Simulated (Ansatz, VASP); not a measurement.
# Ge2Sb2Te5 in two plane-wave programs

Aim: how closely do two programs agree when they are given the same cell, functional and k mesh? The cell is taken from a series of runs on this material, whose earlier steps may have relaxed, scaled, displaced or heated it; both programs get it as it stands.

Calculated with Ansatz 0.2.0; plane waves, with VASP 6.6.1 beside it; single point at HSE06.

### 1. Set-up

It takes space group P-3m1 (No. 164, trigonal). Conventional cell: a = 4.337 Å, b = 4.337 Å, c = 17.272 Å, α = 90.00°, β = 90.00°, γ = 120.00°. Nearest to Ge lie 6 Te at 3.00 to 3.04 Å. Sb has 6 Te at 3.02 to 3.22 Å nearest. Te has 6 Ge at 3.04 Å nearest. Nearest to Te lie 3 Ge at 3.00 Å and 3 Sb at 3.22 Å. Nearest to Te lie 3 Sb at 3.02 Å. Farther neighbours and most contacts between anions are not listed.

Coordinates:

```cif
data_structure
_symmetry_space_group_name_H-M 'P 1'
_symmetry_Int_Tables_number 1
_cell_length_a 4.3370
_cell_length_b 4.3370
_cell_length_c 17.2724
_cell_angle_alpha 90.000
_cell_angle_beta 90.000
_cell_angle_gamma 120.000
_cell_volume 281.36
loop_
_atom_site_label
_atom_site_type_symbol
_atom_site_fract_x
_atom_site_fract_y
_atom_site_fract_z
_atom_site_occupancy
Ge1 Ge 0.33333 0.66667 0.90067 1
Ge2 Ge 0.66667 0.33333 0.09933 1
Sb3 Sb 0.00000 0.00000 0.68774 1
Sb4 Sb 0.00000 0.00000 0.31226 1
Te5 Te 0.00000 0.00000 0.00000 1
Te6 Te 0.66667 0.33333 0.80459 1
Te7 Te 0.33333 0.66667 0.19541 1
Te8 Te 0.33333 0.66667 0.58996 1
Te9 Te 0.66667 0.33333 0.41004 1
```

### 2. Ansatz: single point, HSE06

Ansatz runs on its PAW soft_1 files.

A single point gives forces, pressure and levels at one fixed geometry, so differences don't come from the geometry; what else differs is listed under the comparison.

The input, input.yaml:

```yaml
crystal:
  lattice:
    - [4.3370050691, 0.0, 0.0]
    - [-2.1685025345, 3.7559565662, 0.0]
    - [0.0, 0.0, 17.27235946]
  atoms:
    - { symbol: Ge, position: [0.3333333333, 0.6666666667, 0.9006745716] }
    - { symbol: Ge, position: [0.6666666667, 0.3333333333, 0.0993254284] }
    - { symbol: Sb, position: [0.0, 0.0, 0.6877389349] }
    - { symbol: Sb, position: [0.0, 0.0, 0.3122610651] }
    - { symbol: Te, position: [0.0, 0.0, 0.0] }
    - { symbol: Te, position: [0.6666666667, 0.3333333333, 0.8045932636] }
    - { symbol: Te, position: [0.3333333333, 0.6666666667, 0.1954067364] }
    - { symbol: Te, position: [0.3333333333, 0.6666666667, 0.5899588582] }
    - { symbol: Te, position: [0.6666666667, 0.3333333333, 0.4100411418] }
kpoints:
  mp_grid: { grid: [6, 6, 2] }
  band_path:
    path:
      - [0.0, 0.0, 0.0]
      - [0.5, 0.0, 0.0]
      - [0.33333333, 0.33333333, 0.0]
      - [0.0, 0.0, 0.5]
      - [0.5, 0.0, 0.5]
      - [0.33333333, 0.33333333, 0.5]
      - [0.066666666, 0.066666666, 0.0]
    npoints: 1
hamiltonian:
  xc: hse06
  pseudopotentials: { kind: paw, azcp: { folder: soft_1 } }
scf:
  occupations: { method: fixed }
  n_extra_bands: 7
output:
  eigenvalues: true
```

On the command line:

```sh
> ansatz run input.yaml --threads 2 --pin off --max-ram 92160MiB --backend cuda --events-out ev --progress --plain --runs-dir out --devices 1 --max-vram 13GiB
```

Numbers of over 12 decimals in the logs are rounded to 6 here.

The log of the run:

```text
scf.n_extra_bands = 7 over 69 filled bands (N_el = 138.0): the run solves 76 bands
GPUs: using 1 of 1 available (devices: 1).
Engine: ansatz 0.2.0, x86_64-unknown-linux-gnu
Pseudopotentials: kind: paw
Pseudopotential: Ge, paw, valence charge 14, recommended cutoff 420 eV (normal), soft_1/Ge.paw.azcp
Pseudopotential: Sb, paw, valence charge 15, recommended cutoff 420 eV (normal), soft_1/Sb.paw.azcp
Pseudopotential: Te, paw, valence charge 16, recommended cutoff 420 eV (normal), soft_1/Te.paw.azcp
Functional definition: HSE06
  parameter a = 0.25
  parameter omega = 0.11/bohr
  exchange = pbe_x - a*pbe_x_sr(omega) + a*exact_x_sr(omega)
  correlation = pbe_c
davidson cushion auto → on  (no smearing: the cushion is to keep the highest requested band from converging to the state above it; pin scf.eigensolver.cushion to override)
device memory: the entry about to start is reckoned to put 3.2 GiB on a device that reports 31.0 GiB free (of which the cap on the GPU budget leaves the run 13.0 GiB)
GPU FFT provider: cuFFT
GPU libraries: cuBLAS 13.8.2, cuFFT 12.4.0, cuSOLVER 12.3.4
Crystal: 9 atoms, lattice volume = 281.360 Å³
Basis set: ecut = 420 eV, 5535 PW (Γ)
Bands: 76, of which v1, the nominal top of the filled ones, is band 69 counted from 1 (68 counted from 0)
Symmetry: 12 space group operations
Space group: P-3m1 (ITA 164), of the structure as read, at distance tolerance 6.6e-5 Å
k-points: 14 of 72
Non-local potential: Ge, projectors of the file, l = 0: 2, l = 1: 2, l = 2: 3, l = 3: 1
Non-local potential: Sb, projectors of the file, l = 0: 2, l = 1: 2, l = 2: 2, l = 3: 1
Non-local potential: Te, projectors of the file, l = 0: 2, l = 1: 2, l = 2: 2, l = 3: 1
PAW form: soft (Blöchl's): semilocal exchange-correlation on the pseudo side does not see the compensation charge
PAW frozen core: Ge, regenerated for the run's functional, and the local potential with it (the file was generated under x = pbe(κ = 0.804, μ = 0.219515), c = pbe(β = 0.066725))
PAW frozen core: Sb, regenerated for the run's functional, and the local potential with it (the file was generated under x = pbe(κ = 0.804, μ = 0.219515), c = pbe(β = 0.066725))
PAW frozen core: Te, regenerated for the run's functional, and the local potential with it (the file was generated under x = pbe(κ = 0.804, μ = 0.219515), c = pbe(β = 0.066725))
PAW one-centre angular grid: Ge, 590 points (default); XC on 64 Gauss nodes
PAW one-centre angular grid: Sb, 590 points (default); XC on 64 Gauss nodes
PAW one-centre angular grid: Te, 590 points (default); XC on 64 Gauss nodes
Initial density: superposition of atomic densities (chi_scale 0.1, normalization cell, long waves kept (reshape's long-wave potential 0.31 eV rms))
Initial wavefunctions: pseudopotential atomic-orbital guess
GPU buffer pool allocated for 108000 grid points (all kernels)
GPU transforms: local potential and band sums: pruned to the plane-wave sphere, on 30×30×120
Functional: x = pbe(κ = 0.804, μ = 0.219515), c = pbe(β = 0.066725), warm-up for x = pbe(κ = 0.804, μ = 0.219515) + 0.25 (exact − pbe) at short range (hse, ω = 0.207870 Å⁻¹), c = pbe(β = 0.066725); HSE06 as pw.x's `hse` composes it (authors' and Libxc's form: `xc: wpbeh`)
SCF iter   1: F=—  HF=-56460.592029 eV  |F-HF|=—  |Δ(HF+E_count)|=         —  Δρ=1.50e-2  dr2=9.28e0  ethr=1.00e-1  ⟨swp⟩=4.1  Hψ=2784  notcnv=0
preconditioner: auto → none  [insulator: Δε(μ)=0.063 eV  Ē_g=7.100 eV  n_scr=66 (ndim 8)  ℏωp=15.3 eV  f_vac=0.016]
SCF iter   2: F=—  HF=-56502.774284 eV  |F-HF|=—  |Δ(HF+E_count)|=    4.22e1  Δρ=9.05e-2  dr2=1.10e3  ethr=6.72e-3  ⟨swp⟩=7.7  Hψ=3372  notcnv=0
SCF iter   3: F=—  HF=-56460.480414 eV  |F-HF|=—  |Δ(HF+E_count)|=    4.23e1  Δρ=8.11e-3  dr2=2.62e0  ethr=6.72e-3  ⟨swp⟩=6.2  Hψ=2907  notcnv=0  defer=5
SCF iter   4: F=—  HF=-56460.465749 eV  |F-HF|=—  |Δ(HF+E_count)|=   1.47e-2  Δρ=6.11e-3  dr2=7.40e-1  ethr=1.90e-3  ⟨swp⟩=3.0  Hψ=2400  notcnv=0
iter 5 solved again at ethr=5.25e-5 eV; its pass at ethr=5.36e-4 eV (dr2=7.24e-2 eV) is discarded
SCF iter   5: F=—  HF=-56460.374437 eV  |F-HF|=—  |Δ(HF+E_count)|=   9.13e-2  Δρ=2.14e-3  dr2=7.49e-2  ethr=5.25e-5  ⟨swp⟩=3.0  Hψ=4879  notcnv=0
SCF iter   6: F=—  HF=-56460.365308 eV  |F-HF|=—  |Δ(HF+E_count)|=   9.13e-3  Δρ=1.19e-3  dr2=3.33e-3  ethr=5.25e-5  ⟨swp⟩=3.0  Hψ=2418  notcnv=0
SCF iter   7: F=—  HF=-56460.365548 eV  |F-HF|=—  |Δ(HF+E_count)|=   2.40e-4  Δρ=6.16e-4  dr2=1.96e-3  ethr=2.42e-6  ⟨swp⟩=3.9  Hψ=2904  notcnv=0
SCF iter   8: F=—  HF=-56460.365465 eV  |F-HF|=—  |Δ(HF+E_count)|=   8.31e-5  Δρ=2.08e-4  dr2=1.30e-4  ethr=1.42e-6  ⟨swp⟩=3.0  Hψ=2453  notcnv=0
SCF iter   9: F=—  HF=-56460.365474 eV  |F-HF|=—  |Δ(HF+E_count)|=   8.41e-6  Δρ=9.72e-5  dr2=2.11e-5  ethr=9.43e-8  ⟨swp⟩=4.0  Hψ=3091  notcnv=0
[...]
device memory: the entry about to start is reckoned to put 4.1 GiB (of the 4.2 GiB reckoned in all, the device holds 0.1 GiB already) on a device that reports 31.1 GiB free (of which the cap on the GPU budget leaves the run 12.9 GiB)
GPU FFT provider: cuFFT
GPU libraries: cuBLAS 13.8.2, cuFFT 12.4.0, cuSOLVER 12.3.4
Initial density: handed on by an earlier stage of this run
Initial wavefunctions: those handed on with the density
GPU buffer pool allocated for 108000 grid points (all kernels)
GPU transforms: local potential and band sums: pruned to the plane-wave sphere, on 30×30×120
Functional: x = pbe(κ = 0.804, μ = 0.219515) + 0.25 (exact − pbe) at short range (hse, ω = 0.207870 Å⁻¹), c = pbe(β = 0.066725); HSE06 as pw.x's `hse` composes it (authors' and Libxc's form: `xc: wpbeh`)
Exchange kernel: α = 0.2500, screened, ω = 0.2079 Å⁻¹, Wigner–Seitz truncation, v(0) = 1046.8898 eV·Å³, q-mesh 6×6×2, nearest image of the exchange supercell L = 26.02 Å, pair-density grid 18×18×72, without the augmentation charges, whose exchange is taken in its separable form by FFT convolution over the k-point mesh (sized by the pseudopotential files, 27×27×120 at the most), smooth part of the exact exchange by density-matrix convolution in up to 12.16 GiB of GPU memory as planned if the GPU has room (build and FFT work areas not counted)
Frozen-core exchange: fock
[...]
preconditioner: auto → none  [insulator: Δε(μ)=0.765 eV  Ē_g=7.991 eV  n_scr=66 (ndim 8)  ℏωp=15.3 eV  f_vac=0.024]
[...]
SCF iter   3: F=—  HF=-56492.121539 eV  |F-HF|=—  |Δ(HF+E_count)|=   2.03e-3  Δρ=7.28e-4  dr2=1.01e-2  ethr=1.39e-8  ⟨swp⟩=6.9  Hψ=5238  notcnv=0
SCF iter   4: F=—  HF=-56492.150899 eV  |F-HF|=—  |Δ(HF+E_count)|=   2.94e-2  Δρ=9.71e-4  dr2=3.75e-3  ethr=1.39e-8  ⟨swp⟩=6.7  Hψ=5194  notcnv=0
SCF iter   5: F=—  HF=-56492.149706 eV  |F-HF|=—  |Δ(HF+E_count)|=   1.19e-3  Δρ=1.99e-4  dr2=2.91e-4  ethr=1.39e-8  ⟨swp⟩=5.0  Hψ=4409  notcnv=0
SCF iter   6: F=—  HF=-56492.150623 eV  |F-HF|=—  |Δ(HF+E_count)|=   9.17e-4  Δρ=1.96e-4  dr2=3.07e-4  ethr=1.39e-8  ⟨swp⟩=5.0  Hψ=4028  notcnv=0
SCF iter   7: F=-56492.150548 eV  HF=-56492.150554 eV  |F-HF|=5.44e-6  |Δ(HF+E_count)|=   6.92e-5  Δρ=3.61e-5  dr2=1.98e-5  ethr=1.39e-8  ⟨swp⟩=4.1  Hψ=3362  notcnv=0
SCF 2 stopped early in 7 iterations: F = -56492.150548 eV  dr2 = 1.98e-5
hybrid outer 1: dexx = +3.413e-2 eV, tail = 2.41e-4 eV
GPU FFT provider: cuFFT
GPU libraries: cuBLAS 13.8.2, cuFFT 12.4.0, cuSOLVER 12.3.4
GPU buffer pool allocated for 108000 grid points (all kernels)
GPU transforms: local potential and band sums: pruned to the plane-wave sphere, on 30×30×120
Exchange kernel: α = 0.2500, screened, ω = 0.2079 Å⁻¹, Wigner–Seitz truncation, v(0) = 1046.8898 eV·Å³, q-mesh 6×6×2, nearest image of the exchange supercell L = 26.02 Å, pair-density grid 18×18×72, without the augmentation charges, whose exchange is taken in its separable form by FFT convolution over the k-point mesh (sized by the pseudopotential files, 27×27×120 at the most), smooth part of the exact exchange by density-matrix convolution in up to 12.16 GiB of GPU memory as planned if the GPU has room (build and FFT work areas not counted)
Frozen-core exchange: fock
SCF iter   1: F=—  HF=-56492.149002 eV  |F-HF|=—  |Δ(HF+E_count)|=         —  Δρ=3.49e-5  dr2=1.10e-5  ethr=8.72e-7  ⟨swp⟩=3.1  Hψ=2416  notcnv=0
preconditioner: auto → none  [insulator: Δε(μ)=0.761 eV  Ē_g=7.978 eV  n_scr=66 (ndim 8)  ℏωp=15.3 eV  f_vac=0.024]
iter 2 solved again at ethr=7.03e-10 eV; its pass at ethr=7.33e-9 eV (dr2=9.70e-7 eV) is discarded
SCF iter   2: F=—  HF=-56492.149004 eV  |F-HF|=—  |Δ(HF+E_count)|=   1.25e-6  Δρ=1.69e-5  dr2=1.66e-6  ethr=7.03e-10  ⟨swp⟩=2.9  Hψ=5681  notcnv=0
SCF iter   3: F=—  HF=-56492.149007 eV  |F-HF|=—  |Δ(HF+E_count)|=   3.27e-6  Δρ=9.54e-6  dr2=6.14e-7  ethr=7.03e-10  ⟨swp⟩=4.8  Hψ=3133  notcnv=0  defer=1
SCF iter   4: F=-56492.149007 eV  HF=-56492.149007 eV  |F-HF|=1.81e-8  |Δ(HF+E_count)|=   1.05e-7  Δρ=2.94e-6  dr2=3.49e-8  ethr=3.74e-10  ⟨swp⟩=3.0  Hψ=2578  notcnv=0
SCF 3 converged in 4 iterations: F = -56492.149007 eV  dr2 = 3.49e-8
hybrid outer 2: dexx = +3.407e-6 eV, tail = 1.70e-7 eV, Δε = 2.86e-3 eV (about 1.10e-4 eV left of the loop's levels)
the search or the solves at the SCF's close seem to have found levels that the self-consistency loop had missed (the run counts 1). By its estimate they hold under 1e-12 electrons; where the run keeps them, the occupations were computed again with them
device memory: the entry about to start is reckoned to put 1.6 GiB on a device that reports 31.2 GiB free (of which the cap on the GPU budget leaves the run 13.0 GiB)
NSCF: frozen V_eff on 7 k-points
hybrid SCF converged: 2 outer / 11 inner (+10 warm-up), last move |dexx| = 3.41e-6 eV, tail = 1.70e-7 eV
Stability not checked: this state was not tested for a lower state beside it, because the functional holds exact exchange (a hybrid, or Hartree-Fock), whose exchange loop this test does not read (fock_operator; see scf.lower_state_search)
Free energy (F): -56492.149006 eV
Frozen-core exchange: fock
Harris-Foulkes:  -56492.149006 eV  (|F-HF|=1.81e-8)
Internal energy: -56492.149006 eV  (E = F + TS)
E sigma→0 (E₀):  -56492.149006 eV
Fermi energy:    8.353580 eV
--- Per-component energies (eV) ---
  E_band       = -2294.442289
  E_kinetic    = 1353.992159
  E_local      = -16886.885718  (includes V_loc(G=0)·N_el)
  E_nonlocal   = 1512.525177
  E_hartree    = 8044.282228
  E_xc         = -768.220763
  E_vxc        = -659.372022  (∫ρ·V_xc dr)
  E_exx        = -413.956889  (= α·E_x^exact, valence–valence)
  E_paw        = -36248.747578  (= ΣΔE_a)
  E_vpaw       = -2875.346881  (= ΣTr[D̂ρ^β])
  E_aug_tail   = 0.000746  (compensation charges beyond the density's cutoff)
  E_ewald      = -13083.554774
  E_core_change = -1.583594  (= ΣΔE_core)
  E_smearing   = -0.000000  (= −TS)
  E_closure    = -0.000000  (closes the sum)
  Σ components = -56492.149006   (vs F -56492.149006, Δ=-7.28e-12)
--- Band table (eV; the first three rows and the last of 14) ---
  k-point 0: bands = [... 65 lower, 7.0294, 7.4367, 7.7291, 8.3536, 9.1150, 9.1150, 9.1402, 9.7172, ... 3 higher]
  k-point 1: bands = [... 65 lower, 6.9734, 7.1766, 7.8663, 8.2784, 9.2470, 9.2470, 9.2823, 9.4949, ... 3 higher]
  k-point 2: bands = [... 65 lower, 7.2794, 7.2885, 7.8168, 8.2407, 9.4304, 9.4946, 10.0460, 10.1056, ... 3 higher]
  k-point 13: bands = [... 65 lower, 6.7002, 7.3014, 7.3014, 7.4191, 10.4691, 10.4691, 10.7724, 10.7893, ... 3 higher]
```

Reading the cycles: dr2 is the Hartree energy of the density residual (eV), the measure of convergence; HF is the Harris–Foulkes estimate of the energy, which meets the free energy F at convergence.

[end of part 1 of 2]

[Lines on the potential files, build, host, timing and source positions are cut from VASP's logs without a mark.]

[Logs are printed without paths, hosts, clocks, repeated set-up lines and the standing remarks that a program may print on its own settings, such as how far it seeks lower states.]

[Hosts, paths, dates, database ids (printed as entryN), source tags and the programs' standing remarks are cut or masked in the printed files.]
